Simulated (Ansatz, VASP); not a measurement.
**CuMo4 in VASP and in Ansatz**

The input INCAR:

```
SYSTEM = CuMo4
PREC = Accurate
ENCUT = 600
EDIFF = 1E-6
ISMEAR = 0
SIGMA = 0.1
LREAL = .FALSE.
LASPH = .TRUE.
NELM = 100
ALGO = Normal
ISIF = 3
LWAVE = .FALSE.
LCHARG = .FALSE.
GGA = PE
IBRION = 2
NSW = 90
EDIFFG = -0.04
```

Contents of KPOINTS:

```
Automatic mesh
0
G
  4 4 4
  0 0 0
```

Contents of POSCAR:

```
CuMo4
1.0
    4.4592079900      0.0000000000      0.0000000000
    0.0000000000      4.4592079900      0.0000000000
    0.0000000000      0.0000000000      4.4592079900
Cu Mo
1 4
Direct
    0.0000000000      0.0000000000      0.0000000000
    0.5000000000      0.0000000000      0.0000000000
    0.0000000000      0.5000000000      0.0000000000
    0.0000000000      0.0000000000      0.5000000000
    0.5000000000      0.5000000000      0.5000000000
```

Input for Ansatz:

```yaml
crystal:
  lattice:
    - [4.45920799, 0.0, 0.0]
    - [0.0, 4.45920799, 0.0]
    - [0.0, 0.0, 4.45920799]
  atoms:
    - { symbol: Cu, position: [0.0, 0.0, 0.0] }
    - { symbol: Mo, position: [0.5, 0.0, 0.0] }
    - { symbol: Mo, position: [0.0, 0.5, 0.0] }
    - { symbol: Mo, position: [0.0, 0.0, 0.5] }
    - { symbol: Mo, position: [0.5, 0.5, 0.5] }
basis:
  ecutwfc: 420
kpoints:
  mp_grid: { grid: [4, 4, 4] }
hamiltonian:
  xc: pbe
scf:
  occupations: { method: gaussian, width: 0.1 }
  lower_state_search: "off"
output:
  forces: true
  stress: true
  eigenvalues: true
relax:
  adjacent_minimum: "off"
  f_tol: 0.04
  max_steps: 70
  cell: { stress_tol: 0.4 }
```

Alike in both runs: task relaxation of cell and atoms; functional PBE; k mesh 4 × 4 × 4; occupations gaussian, width 0.1 eV; no spin polarisation.

```csv
,VASP,Ansatz
version,VASP 6.6.1,Ansatz 0.2.0
potentials or method,"VASP PAW PBE potentials, release 64 (Cu, Mo_sv)","scalar-relativistic, plane waves, PAW"
plane-wave cutoff (eV),600,420
valence electrons in the cell,67,75
```

|  | VASP | Ansatz | Ansatz less VASP |
| --- | --- | --- | --- |
| gap on the k mesh at the Fermi level, each at its own relaxed structure (eV) | none | none | - |
| relaxed volume (Å³/atom) | 17.73 | 17.73 | 0.000 |
| relaxed cell length with the largest relative difference (Å) | 4.459 | 4.459 | 0.0000 |

A gap of «none» marks a metal or a gap that the smearing closes. The two sets of potentials don't hold the same shells in valence.

Caveats: the relaxation stopped at its first step, so nothing moved.
